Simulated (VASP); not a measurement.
Here is the system:

```xyz
3
Lattice="0.0000 3.8924 3.8924 3.8924 0.0000 3.8924 3.8924 3.8924 0.0000" Properties=species:S:1:pos:R:3 pbc="T T T"
Pb     0.0000     0.0000     0.0000
I      1.9462     1.9462     1.9462
I      5.8386     5.8386     5.8386
```

Level of theory: PBEsol GGA, VASP's PBE PAW potentials (set 64) (plane waves; VASP 6.6.1). Run with 400 eV cut-off, 6×6×6 Γ-centred mesh, tetrahedra with Blöchl corrections, potentials Pb_d I.

**Question.** Predict the energy per atom (σ→0).

**Answer.** 
```json
{
  "energy per atom (σ→0)": "-3.020 eV/atom"
}
```

Only differences to runs with the same potentials and settings are physical.

The structure was generated: PbI2 was put into the fluorite type (Fm-3m), which need not be its known phase. It was relaxed first.
